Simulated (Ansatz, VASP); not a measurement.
**Ba2Tl5V3O12 in VASP and in Ansatz**

File INCAR:

```
SYSTEM = Ba2Tl5V3O12
PREC = Accurate ; ENCUT = 520
EDIFF = 1E-7 ; ISMEAR = -1
SIGMA = 0.05 ; LREAL = .FALSE.
LASPH = .TRUE. ; NELM = 120
ALGO = Normal ; ISIF = 2
LWAVE = .FALSE. ; LCHARG = .FALSE.
ISPIN = 2 ; MAGMOM = 0 0 2 2 2 0 0 0 0 0 0 0 0 0 0 0 0 0 0 0 0 0
LORBIT = 11 ; LMAXMIX = 4
GGA = PE ; NBANDS = 119
KPAR = 4
```

KPOINTS

```
regular mesh
0
G
  4 4 4
  0 0 0
```

The input POSCAR:

```
Ba2Tl5V3O12
1.0
    4.3200791363      2.4941972785      6.2485952209
   -4.3200791363      2.4941972785      6.2485952209
    0.0000000000     -4.9883945569      6.2485952209
Ba V Tl O
2 3 5 12
Direct
    0.5000000000      0.5000000000      0.5000000000
    0.0000000000      0.0000000000      0.0000000000
    0.5000000000      0.5000000000      0.0000000000
    0.0000000000      0.5000000000      0.5000000000
    0.5000000000      0.0000000000      0.5000000000
    0.0000000000      0.0000000000      0.5000000000
    0.5000000000      0.0000000000      0.0000000000
    0.0000000000      0.5000000000      0.0000000000
    0.7404500000      0.7404500000      0.7404500000
    0.2595500000      0.2595500000      0.2595500000
    0.7165200000      0.0808900000      0.4124200000
    0.4124200000      0.7165200000      0.0808900000
    0.0808900000      0.4124200000      0.7165200000
    0.5875700000      0.9191100000      0.2834800000
    0.9191100000      0.2834800000      0.5875700000
    0.2834800000      0.5875700000      0.9191100000
    0.2834800000      0.9191100000      0.5875700000
    0.5875700000      0.2834800000      0.9191100000
    0.9191100000      0.5875700000      0.2834800000
    0.4124200000      0.0808900000      0.7165200000
    0.0808900000      0.7165200000      0.4124200000
    0.7165200000      0.4124200000      0.0808900000
```

The input input.yaml:

```yaml
crystal:
  lattice:
    - [4.3200791363, 2.4941972785, 6.2485952209]
    - [-4.3200791363, 2.4941972785, 6.2485952209]
    - [0.0, -4.9883945569, 6.2485952209]
  atoms:
    - { symbol: Ba, position: [0.5, 0.5, 0.5] }
    - { symbol: Ba, position: [0.0, 0.0, 0.0] }
    - { symbol: V, position: [0.5, 0.5, 0.0], spin: 2.0 }
    - { symbol: V, position: [0.0, 0.5, 0.5], spin: 2.0 }
    - { symbol: V, position: [0.5, 0.0, 0.5], spin: 2.0 }
    - { symbol: Tl, position: [0.0, 0.0, 0.5] }
    - { symbol: Tl, position: [0.5, 0.0, 0.0] }
    - { symbol: Tl, position: [0.0, 0.5, 0.0] }
    - { symbol: Tl, position: [0.74045, 0.74045, 0.74045] }
    - { symbol: Tl, position: [0.25955, 0.25955, 0.25955] }
    - { symbol: O, position: [0.71652, 0.08089, 0.41242] }
    - { symbol: O, position: [0.41242, 0.71652, 0.08089] }
    - { symbol: O, position: [0.08089, 0.41242, 0.71652] }
    - { symbol: O, position: [0.58757, 0.91911, 0.28348] }
    - { symbol: O, position: [0.91911, 0.28348, 0.58757] }
    - { symbol: O, position: [0.28348, 0.58757, 0.91911] }
    - { symbol: O, position: [0.28348, 0.91911, 0.58757] }
    - { symbol: O, position: [0.58757, 0.28348, 0.91911] }
    - { symbol: O, position: [0.91911, 0.58757, 0.28348] }
    - { symbol: O, position: [0.41242, 0.08089, 0.71652] }
    - { symbol: O, position: [0.08089, 0.71652, 0.41242] }
    - { symbol: O, position: [0.71652, 0.41242, 0.08089] }
hamiltonian:
  xc: pbe
  pseudopotentials: { kind: paw }
magnetization:
  spin_polarized: true
kpoints:
  mp_grid: { grid: [4, 4, 4] }
scf:
  occupations: { method: fermi_dirac, width: 0.05 }
output:
  forces: true
  stress: true
  eigenvalues: true
```

Change from the starting cell: volume scaled by 1.06.

Alike in both runs: task single point; functional PBE; k mesh 4 × 4 × 4; occupations fermi-dirac, width 0.05 eV; collinear spin, ferromagnetic start.

|  | VASP | Ansatz |
| --- | --- | --- |
| version | VASP 6.6.1 | Ansatz 0.2.0 |
| potentials or method | VASP PAW PBE potentials, release 64 (Ba_sv, V_sv, Tl_d, O) | Ansatz PAW |
| plane-wave cutoff (eV) | 520 | 420 |
| valence electrons in the cell | 196 | 196 |

VASP gave:

| Quantity | Value |
| --- | --- |
| gap on the k mesh at the Fermi level (eV) | none |
| pressure (GPa) | -4.4 |
| largest component of the traceless stress (GPa) | 0.80 |
| rms of the force components (eV/Å) | 0.321 |
| net moment per atom (μB) | 0.00 |
| size of the moment on the site where the two differ most (μB) | 0.00 |

Q: What did Ansatz give for the same quantities?

A: gap on the k mesh at the Fermi level (eV): none; pressure (GPa): -4.7; largest component of the traceless stress (GPa): 1.15; rms of the force components (eV/Å): 0.315; net moment per atom (μB): 0.05; size of the moment on the site where the two differ most (μB): 0.26.

Site moments also hang on the region over which each program counts them. Atom by atom the forces differ by 0.028 eV/Å (rms over components). A gap of «none» marks a metal or a gap that the smearing closes.

Caveats: semilocal functionals often make such compounds metallic where correlation or magnetic order opens a gap, which also shifts bond lengths; the pressure holds a Pulay correction of +0.4 GPa for the finite cutoff (Ansatz). The runs have no spin-orbit coupling, so splittings on Ba, Tl are missing.
